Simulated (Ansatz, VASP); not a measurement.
# Cross-check of CdC2 between VASP and Ansatz

Wanted: the spread between two codes on one cell, functional and k mesh. The cell is generated by rule, not measured, and may not be a known phase. The cell is taken from a series of runs on this material, whose earlier steps may have relaxed, scaled, displaced or heated it; both programs get it as it stands.

Main program and level: Ansatz 0.2.0; plane waves, with VASP 6.6.1 beside it; PBE.

The structure was built from a prototype and need not be the compound's stable phase.

### Step 1. Starting point

It takes space group Pmn2_1 (No. 31, orthorhombic). Conventional cell: a = 5.916 Å, b = 3.965 Å, c = 3.965 Å, α = 90.00°, β = 90.00°, γ = 90.00°. Cd has 4 C at 2.19 to 2.59 Å nearest. Nearest to C lie 1 C at 1.25 Å and 2 Cd at 2.19 to 2.59 Å. C has 1 C at 1.25 Å and 2 Cd at 2.20 to 2.59 Å nearest. Farther neighbours are not listed.

### Step 2. Ansatz: relaxation of cell and atoms, PBE

Ansatz runs on its NC files.

The relaxed volume is the usual yardstick between codes: in a stiff, nearly cubic crystal its relative difference is about their pressure difference at one cell divided by the bulk modulus.

input.yaml reads:

```yaml
crystal:
  lattice:
    - [5.9161805905, 0.0, 0.0]
    - [0.0, 3.9648587515, 0.0]
    - [0.0, 0.0, 3.9648539749]
  atoms:
    - { symbol: Cd, position: [0.0, 0.2825845767, 0.4838099823] }
    - { symbol: Cd, position: [0.5, 0.7174154233, 0.9838099823] }
    - { symbol: C, position: [0.0, 0.8433949233, 0.147904605] }
    - { symbol: C, position: [0.5, 0.1566050767, 0.647904605] }
    - { symbol: C, position: [0.0, 0.6197447506, 0.9242146659] }
    - { symbol: C, position: [0.5, 0.3802552494, 0.4242146659] }
kpoints:
  mp_grid: { grid: [4, 6, 6] }
hamiltonian:
  xc: pbe
  pseudopotentials: { kind: nc }
scf:
  occupations: { method: fixed }
output:
  forces: true
  stress: true
  eigenvalues: true
relax:
  adjacent_minimum: "off"
  f_tol: 0.001
  max_steps: 60
  cell: { stress_tol: 0.01 }
```

Launch:

```sh
ansatz run input.yaml --threads 8 --pin off --max-ram 14336MiB --backend cpu --events-out ev --progress --plain --runs-dir out
```

Numbers of over 12 decimals in the logs are rounded to 6 here.

The log of the run:

```text
Engine: ansatz 0.2.0, x86_64-unknown-linux-gnu
Pseudopotentials: kind: nc
Pseudopotential: Cd, nc, valence charge 20, recommended cutoff 1071 eV (normal), Cd.nc.azcp
Pseudopotential: C, nc, valence charge 4, recommended cutoff 1115.666836 eV (normal), C.nc.azcp
Functional definition: PBE
  parameter kappa = 0.804
  parameter beta = 0.066725
  exchange = pbe_x(kappa = kappa, mu = beta*pi^2/3)
  correlation = pbe_c(beta = beta)
Crystal: 6 atoms, lattice volume = 93.003 Å³
Basis set: ecut = 1115.666836 eV, 7829 PW (Γ), exchange–correlation on 144×90×90 points (8 copies of the dense FFT grid, shifted against one another)
Bands: 34, of which v1, the nominal top of the filled ones, is band 28 counted from 1 (27 counted from 0)
Symmetry: 4 space group operations
Space group: Pmn21 (ITA 31), of the structure as read, at distance tolerance 4.5e-5 Å
k-points: 48 of 144 (time reversal used)
Non-local potential: Cd, projectors of the file, l = 0: 2, l = 1: 2, l = 2: 2, l = 3: 1
Non-local potential: C, projectors of the file, l = 0: 2, l = 1: 2
Initial density: superposition of atomic densities (chi_scale 0.1, normalization cell, long waves kept (reshape's long-wave potential 0.00 eV rms))
Initial wavefunctions: pseudopotential atomic-orbital guess
Functional: x = pbe(κ = 0.804, μ = 0.219515), c = pbe(β = 0.066725)
SCF iter   1: F=—  HF=-10187.750668 eV  |F-HF|=—  |Δ(HF+E_count)|=         —  Δρ=9.79e-2  dr2=9.23e0  ethr=3.10e-3  ⟨swp⟩=5.0  Hψ=6382  notcnv=0  defer=168
preconditioner: auto → Resta (q_TF=auto, 2.507 Å⁻¹)  ε∞=6.0  [insulator: Δε(μ)=4.280 eV  Ē_g=10.879 eV  n_scr=28 (ndim 8)  ℏωp=24.4 eV  f_vac=0.000  ε∞_Penn≈6.0]
SCF iter   2: F=—  HF=-10184.998714 eV  |F-HF|=—  |Δ(HF+E_count)|=    2.75e0  Δρ=4.36e-2  dr2=1.65e0  ethr=3.10e-3  ⟨swp⟩=3.0  Hψ=3344  notcnv=0  defer=123
SCF iter   3: F=—  HF=-10184.470574 eV  |F-HF|=—  |Δ(HF+E_count)|=   5.28e-1  Δρ=8.00e-3  dr2=3.52e-2  ethr=2.95e-3  ⟨swp⟩=3.0  Hψ=3221  notcnv=0  defer=165
SCF iter   4: F=—  HF=-10184.476243 eV  |F-HF|=—  |Δ(HF+E_count)|=   5.67e-3  Δρ=1.80e-3  dr2=4.35e-3  ethr=6.28e-5  ⟨swp⟩=3.0  Hψ=2258  notcnv=0  defer=192
SCF iter   5: F=—  HF=-10184.477078 eV  |F-HF|=—  |Δ(HF+E_count)|=   8.35e-4  Δρ=8.96e-4  dr2=8.59e-4  ethr=7.77e-6  ⟨swp⟩=3.0  Hψ=2703  notcnv=0  defer=192
SCF iter   6: F=—  HF=-10184.477124 eV  |F-HF|=—  |Δ(HF+E_count)|=   4.56e-5  Δρ=3.33e-4  dr2=9.43e-5  ethr=1.53e-6  ⟨swp⟩=2.0  Hψ=2607  notcnv=0  defer=191
SCF iter   7: F=—  HF=-10184.477202 eV  |F-HF|=—  |Δ(HF+E_count)|=   7.77e-5  Δρ=7.73e-5  dr2=4.81e-6  ethr=1.68e-7  ⟨swp⟩=2.2  Hψ=2583  notcnv=0  defer=192
SCF iter   8: F=—  HF=-10184.477208 eV  |F-HF|=—  |Δ(HF+E_count)|=   6.66e-6  Δρ=2.74e-5  dr2=4.79e-7  ethr=8.59e-9  ⟨swp⟩=3.2  Hψ=3731  notcnv=0  defer=192
SCF iter   9: F=-10184.477208 eV  HF=-10184.477208 eV  |F-HF|=6.26e-9  |Δ(HF+E_count)|=   2.68e-7  Δρ=6.62e-6  dr2=3.15e-8  ethr=1.79e-10  ⟨swp⟩=15.5  Hψ=11171  notcnv=0
SCF 1 converged in 9 iterations: F = -10184.477208 eV  dr2 = 3.15e-8
relax step   1: F+E_penalty+E_count = -10184.47720846 eV  Δ(F+E_penalty+E_count) = +0.000e0 eV  max|allowed force component| = 3.042e-4 eV/Å  Δτ_max = 0.0000 Å  P = +0.003 GPa  Ω = 93.003 Å³  (9 SCF iters, dr2 threshold 1.00e-7 eV, accepted)
[...]
relax step   2: F+E_penalty+E_count = -10184.47720733 eV  Δ(F+E_penalty+E_count) = +1.126e-6 eV  max|allowed force component| = 2.654e-4 eV/Å  Δτ_max = 0.0002 Å  P = -0.008 GPa  Ω = 93.042 Å³  energy of the carried Pulay correction = -5.162e-6 eV  (5 SCF iters, dr2 threshold 1.25e-9 eV, accepted)
[...]
relax step   3: F+E_penalty+E_count = -10184.47720557 eV  Δ(F+E_penalty+E_count) = +1.768e-6 eV  max|allowed force component| = 2.587e-3 eV/Å  Δτ_max = 0.0005 Å  P = +0.021 GPa  Ω = 93.039 Å³  energy of the carried Pulay correction = -4.929e-6 eV  (6 SCF iters, dr2 threshold 5.25e-10 eV, rejected (line search))
[...]
relax step   4: F+E_penalty+E_count = -10184.47720763 eV  Δ(F+E_penalty+E_count) = -2.999e-7 eV  max|allowed force component| = 1.274e-4 eV/Å  Δτ_max = 0.0001 Å  P = +0.000 GPa  Ω = 93.047 Å³  energy of the carried Pulay correction = -5.942e-6 eV  (8 SCF iters, accepted)
[...]
relax step   5: F+E_penalty+E_count = -10184.47721224 eV  Δ(F+E_penalty+E_count) = -4.607e-6 eV  max|allowed force component| = 1.281e-4 eV/Å  Δτ_max = 0.0000 Å  P = +0.000 GPa  Ω = 93.047 Å³  stress off target by 1.84e-3 GPa  SCF on the basis re-selected at this cell (its energy is not comparable with the rows above)  (4 SCF iters)
basis re-selected at this cell: Δ(F+E_penalty+E_count) = -4.607e-6 eV, ΔP = +0.000 GPa vs the last step (what re-selecting the basis moved, of the pressure what is left beyond the Pulay correction that the steps carried, after the strain that the cell walked since its last selection, with what the two solves' SCF thresholds leave and, on support functions, any second-order correction that the steps lacked; it is no m [...]
SCF converged after 4 iterations
Free energy (F): -10184.477212 eV
Harris-Foulkes:  -10184.477212 eV  (|F-HF|=1.82e-12)
Internal energy: -10184.477212 eV  (E = F + TS)
E sigma→0 (E₀):  -10184.477212 eV
Fermi energy:    6.924997 eV
--- Per-component energies (eV) ---
  E_band       = -989.022848
  E_kinetic    = 3691.752846
  E_local      = -10273.698483  (includes V_loc(G=0)·N_el)
  E_nonlocal   = 338.592036
  E_hartree    = 3323.415052
  E_xc         = -1546.690345
  E_vxc        = -1392.499275  (∫ρ·V_xc dr)
  E_ewald      = -5717.848318
  E_smearing   = -0.000000  (= −TS)
  E_closure    = 0.000000  (closes the sum)
  Σ components = -10184.477212   (vs F -10184.477212, Δ=0.00e0)
--- Forces (eV/Å), atoms counted from 1 ---
  atom   1  Cd     0.00000000     0.00004129    -0.00001150
  atom   2  Cd     0.00000000    -0.00004129    -0.00001150
  atom   3  C      0.00000000    -0.00007908    -0.00011649
  atom   4  C      0.00000000     0.00007908    -0.00011649
  atom   5  C     -0.00000000     0.00011362     0.00012822
  atom   6  C     -0.00000000    -0.00011362     0.00012822
  max |Σ_I F_I| component: 4.39e-7 eV/Å
--- Stress (GPa, compression-positive) ---
        0.001842       0.000000      -0.000000
        0.000000      -0.000816       0.000000
       -0.000000       0.000000      -0.000947
  P = ⅓ Tr σ = 0.0000 GPa (0.000 kbar)
--- Band table (eV; the first three rows and the last of 48) ---
  k-point 0: bands = [... 24 lower, 4.5020, 5.8692, 5.9275, 5.9695, 10.5548, 11.7073, 12.8800, 12.9639, ... 2 higher]
  k-point 1: bands = [... 24 lower, 4.6545, 5.9179, 6.0173, 6.0568, 10.8549, 11.7741, 12.3760, 12.6218, ... 2 higher]
  k-point 2: bands = [... 24 lower, 5.0112, 5.6578, 6.0953, 6.1450, 11.3157, 11.6691, 11.7277, 11.9816, ... 2 higher]
  k-point 47: bands = [... 24 lower, 4.3553, 4.3553, 6.6933, 6.6933, 11.8332, 11.8332, 12.0055, 12.0055, ... 2 higher]
--- Relaxed structure (4 steps of the walk, 3 accepted, 1 SCFs on fresh bases) ---
  F+E_penalty+E_count = -10184.47721224 eV   max|allowed force component| = 1.281e-4 eV/Å   (the final SCF, on the basis selected at the relaxed cell)
  cell:  # Å, volume = 93.0474 Å³
    - [5.920133, 0, 0]
    - [0, 3.964535, 0]
    - [0, 0, 3.964426]
  atoms:
    - { symbol: Cd, position: [0, 0.282551, 0.483810] }
    - { symbol: Cd, position: [0.500000, 0.717449, 0.983810] }
    - { symbol: C, position: [0, 0.843370, 0.147911] }
    - { symbol: C, position: [0.500000, 0.156630, 0.647911] }
    - { symbol: C, position: [0, 0.619697, 0.924209] }
    - { symbol: C, position: [0.500000, 0.380303, 0.424209] }
```

### Step 3. VASP: relaxation of cell and atoms, PBE

The same cell, functional and mesh now go to VASP, with its own data sets.

Lines of VASP's logs that name or quote its potential files are left out, and so is its time.

INCAR reads:

```
SYSTEM = CdC2
PREC = Accurate
ENCUT = 600
EDIFF = 1E-07
NELM = 120
ISMEAR = 0
SIGMA = 0.01
LREAL = .FALSE.
ALGO = Normal
GGA = PE
NBANDS = 26
LORBIT = 11
LWAVE = .FALSE.
LCHARG = .FALSE.
ISIF = 3
IBRION = 2
NSW = 80
EDIFFG = -0.005
LASPH = .TRUE.
GGA_COMPAT = .FALSE.
NELMIN = 4
EFERMI = MIDGAP
KPAR = 2
```

POSCAR reads:

```
CdC2
1.0
    5.9161810000      0.0000000000      0.0000000000
    0.0000000000      3.9648590000      0.0000000000
    0.0000000000      0.0000000000      3.9648540000
Cd C
2 4
Direct
    0.9999999577      0.2825845761      0.4838099965
    0.4999999577      0.7174154239      0.9838099965
    0.9999999577      0.8433949354      0.1479045634
    0.4999999577      0.1566050646      0.6479045634
    0.9999999577      0.6197447374      0.9242146117
    0.4999999577      0.3802552626      0.4242146117
```

KPOINTS reads:

```
Automatic mesh
0
Gamma
4 6 6
0 0 0
```

The projector-augmented-wave data sets are Cd and C (PBE family, release 64).

Launch:

```sh
mpirun -np 2 vasp_std
```

The log of the run:

```text
[banner, memory and clock lines left out]
running    2 mpi-ranks, on    1 nodes
 distrk:  each k-point on    1 cores,    2 groups
 distr:  one band on    1 cores,    1 groups

 POSCAR found type information on POSCAR CdC
 POSCAR found :  2 types and       6 ions
 LDA part: xc-table for (Slater+PW92), standard interpolation
 POSCAR, INCAR and KPOINTS ok, starting setup
 FFT: planning ... GRIDC
 FFT: planning ... GRID_SOFT
 FFT: planning ... GRID
 WAVECAR not read
 entering main loop
       N       E                     dE             d eps       ncg     rms          rms(c)
DAV:   1     0.280206336766E+03    0.28021E+03   -0.22030E+04  2496   0.162E+03
DAV:   2    -0.188037509365E+02   -0.29901E+03   -0.28902E+03  2656   0.372E+02
DAV:   3    -0.386595697379E+02   -0.19856E+02   -0.19715E+02  3118   0.937E+01
DAV:   4    -0.389627515268E+02   -0.30318E+00   -0.30238E+00  2788   0.118E+01
DAV:   5    -0.389667507088E+02   -0.39992E-02   -0.39976E-02  2996   0.142E+00    0.151E+01
DAV:   6    -0.323321785168E+02    0.66346E+01   -0.12478E+01  3550   0.463E+01    0.105E+01
DAV:   7    -0.322483224044E+02    0.83856E-01   -0.83371E+00  2882   0.165E+01    0.525E+00
DAV:   8    -0.322421912109E+02    0.61312E-02   -0.84696E-01  2906   0.754E+00    0.124E+00
DAV:   9    -0.322129693431E+02    0.29222E-01   -0.13501E-01  2942   0.333E+00    0.273E-01
DAV:  10    -0.322142560149E+02   -0.12867E-02   -0.10947E-02  2664   0.679E-01    0.183E-01
DAV:  11    -0.322145762066E+02   -0.32019E-03   -0.26506E-03  3014   0.372E-01    0.752E-02
DAV:  12    -0.322144071821E+02    0.16902E-03   -0.12819E-03  2958   0.262E-01    0.207E-02
DAV:  13    -0.322144116889E+02   -0.45068E-05   -0.77568E-05  2890   0.724E-02    0.981E-03
DAV:  14    -0.322144113229E+02    0.36605E-06   -0.79674E-06  3034   0.163E-02    0.391E-03
DAV:  15    -0.322144112850E+02    0.37859E-07   -0.77431E-07  2864   0.503E-03
   1 F= -.32214411E+02 E0= -.32214411E+02  d E =-.322144E+02
[... from here on, the cycles between the ionic steps are left out ...]
   2 F= -.32207302E+02 E0= -.32207302E+02  d E =0.710958E-02
   3 F= -.32214780E+02 E0= -.32214780E+02  d E =-.368812E-03
  10 F= -.32215319E+02 E0= -.32215319E+02  d E =-.132451E-04
  11 F= -.32215336E+02 E0= -.32215336E+02  d E =-.307464E-04
  12 F= -.32215361E+02 E0= -.32215361E+02  d E =-.555752E-04
  13 F= -.32215371E+02 E0= -.32215371E+02  d E =-.651901E-04
  14 F= -.32215373E+02 E0= -.32215373E+02  d E =-.679947E-04
  15 F= -.32215373E+02 E0= -.32215373E+02  d E =-.680175E-04
  16 F= -.32215376E+02 E0= -.32215376E+02  d E =-.256167E-05
  17 F= -.32215381E+02 E0= -.32215381E+02  d E =-.731481E-05
  18 F= -.32215377E+02 E0= -.32215377E+02  d E =-.382224E-05
  19 F= -.32215381E+02 E0= -.32215381E+02  d E =-.794891E-05
  20 F= -.32215384E+02 E0= -.32215384E+02  d E =-.235627E-05
 trial-energy change:   -0.000002  1 .order   -0.000002   -0.000003   -0.000002
 step:   0.1848(harm=  0.1848)  dis= 0.00011  next Energy=   -32.215385 (dE=-0.397E-05)
 bond charge predicted
       N       E                     dE             d eps       ncg     rms          rms(c)
DAV:   1    -0.322153922162E+02   -0.85073E-05   -0.24504E-04  2506   0.145E-01    0.191E-02
DAV:   2    -0.322153868468E+02    0.53693E-05   -0.18437E-05  3062   0.495E-02    0.802E-03
DAV:   3    -0.322153860009E+02    0.84592E-06   -0.17474E-06  2994   0.108E-02    0.647E-03
DAV:   4    -0.322153854068E+02    0.59409E-06   -0.16531E-07  1348   0.292E-03    0.107E-03
DAV:   5    -0.322153852906E+02    0.11616E-06   -0.24975E-08  1254   0.148E-03    0.274E-04
DAV:   6    -0.322153852755E+02    0.15178E-07   -0.58974E-09  1254   0.702E-04
  21 F= -.32215385E+02 E0= -.32215385E+02  d E =-.396895E-05
 curvature:  -0.22 expect dE=-0.277E-06 dE for cont linesearch -0.999E-08
 trial: gam=-0.04281 g(F)=  0.231E-06 g(S)=  0.104E-05 ort = 0.215E-05 (trialstep = 0.904E-01)
 search vector abs. value=  0.127E-05
 reached required accuracy - stopping structural energy minimisation
```

(Part 1 of 2 ends here.)

[Lines on the potential files, build, host, timing and source positions are cut from VASP's logs without a mark.]

[Logs are printed without paths, hosts, clocks, repeated set-up lines and the standing remarks that a program may print on its own settings, such as how far it seeks lower states.]

[Hosts, paths, dates, database ids (printed as entryN), source tags and the programs' standing remarks are cut or masked in the printed files.]
